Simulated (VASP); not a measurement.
Set up this calculation in VASP 6.6.1, as the native input.

```yaml
Task: relaxation of cell and atoms
Functional: PBE
Potentials_or_basis: VASP PAW PBE potentials, release 64 (Nb_sv)
Cutoff: 600 eV
k_mesh: 18 × 18 × 18
Occupations: methfessel-paxton, width 0.1 eV
Spin: no spin polarisation
Further_INCAR_settings: ALGO = Normal; EDIFF = 1e-06; IBRION = 2; EDIFFG = -0.005; NSW = 60; ISIF = 3
```

The structure of Nb lies in POSCAR:

```
Nb
1.0
   -1.6350000000      1.6350000000      1.6350000000
    1.6350000000     -1.6350000000      1.6350000000
    1.6350000000      1.6350000000     -1.6350000000
Nb
1
Direct
    0.0000000000      0.0000000000      0.0000000000
```

The cell was built by a generator and needn't be a form met in nature.

One way to write it, as run:

INCAR

```
PREC = Accurate
ENCUT = 600
EDIFF = 1E-6
ISMEAR = 1
SIGMA = 0.1
LREAL = F
LASPH = T
NELM = 120
ALGO = Normal
ISIF = 3
LWAVE = F
LCHARG = F
GGA = PE
IBRION = 2
NSW = 60
EDIFFG = -0.005
```

KPOINTS

```
regular mesh
0
Gamma
  18 18 18
```

Potentials or basis: VASP PAW PBE potentials, release 64 (Nb_sv).

Run with:

```console
$ cat potpaw_PBE.64/Nb_sv/POTCAR > POTCAR
$ mpirun -np 1 vasp_std > vasp.out
```

It gave:

```yaml
Relaxed_volume: 18.11 Å³/atom
Relaxed_cell: a = 2.865 Å, b = 2.865 Å, c = 2.865 Å, α = 109.47°, β = 109.47°, γ = 109.47°
Space_group_after_relaxing_to_0.05_Å: Im-3m (No. 229)
Energy_gained_by_relaxing: 12.2 meV/atom
Ionic_steps: 4
Pressure_after_relaxing: 0.0 GPa
Band_gap_on_the_k_mesh: none (metal or under the smearing width)
```

Wall time 47 s on 1 thread of Intel(R) Xeon(R) Platinum 8488C (Sapphire Rapids), with other jobs on the host, peak memory 0.18 GiB.
